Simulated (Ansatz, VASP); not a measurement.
# Two plane-wave programs on NbB2

Contents of INCAR:

```
PREC     = Accurate       # precision mode
ENCUT    = 520            # plane-wave cutoff, eV
EDIFF    = 1E-7           # SCF threshold, eV
ISMEAR   = 0              # smearing method
SIGMA    = 0.15           # smearing width, eV
LREAL    = False          # projectors in reciprocal space
LASPH    = True           # aspherical terms in the spheres
NELM     = 80             # most SCF steps
ALGO     = Normal         # electronic algorithm
ISIF     = 2              # what is computed and relaxed
LWAVE    = False          # write WAVECAR
LCHARG   = False          # write CHGCAR
NBANDS   = 16             # bands
```

File KPOINTS:

```
regular mesh
0
Gamma
  18 18 14
```

POSCAR

```
NbB2
1.0
    3.0719809748      0.0000000000      0.0000000000
   -1.5359904874      2.6604135641      0.0000000000
    0.0000000000      0.0000000000      3.3633547210
Nb B
1 2
Direct
    0.0000000000      0.0000000000      0.0000000000
    0.3333333333      0.6666666667      0.5000000000
    0.6666666667      0.3333333333      0.5000000000
```

Input for Ansatz:

```yaml
crystal:
  lattice:
    - [3.0719809748, 0.0, 0.0]
    - [-1.5359904874, 2.6604135641, 0.0]
    - [0.0, 0.0, 3.363354721]
  atoms:
    - { symbol: Nb, position: [0.0, 0.0, 0.0] }
    - { symbol: B, position: [0.3333333333, 0.6666666667, 0.5] }
    - { symbol: B, position: [0.6666666667, 0.3333333333, 0.5] }
basis:
  ecutwfc: 420
kpoints:
  mp_grid: { grid: [18, 18, 14] }
hamiltonian:
  xc: lda
scf:
  occupations: { method: gaussian, width: 0.15 }
output:
  forces: true
  stress: true
  eigenvalues: true
```

Change from the starting cell: strain +0.000 along x and y, +0.025 along z, atoms carried along.

Alike in both runs: task single point; functional LDA; k mesh 18 × 18 × 14; occupations gaussian, width 0.15 eV; no spin polarisation.

|  | VASP | Ansatz |
| --- | --- | --- |
| version | VASP 6.6.1 | Ansatz 0.2.0 |
| potentials or method | VASP PAW LDA potentials, release 64 (Nb_sv, B) | scalar-relativistic, plane waves, PAW |
| plane-wave cutoff (eV) | 520 | 420 |
| valence electrons in the cell | 19 | 19 |

|  | VASP | Ansatz | Ansatz less VASP |
| --- | --- | --- | --- |
| gap on the k mesh at the Fermi level (eV) | none | none | - |
| pressure (GPa) | -6.8 | -6.9 | -0.04 |
| largest component of the traceless stress (GPa) | 4.57 | 4.44 | -0.128 |

A gap of «none» marks a metal or a gap that the smearing closes.
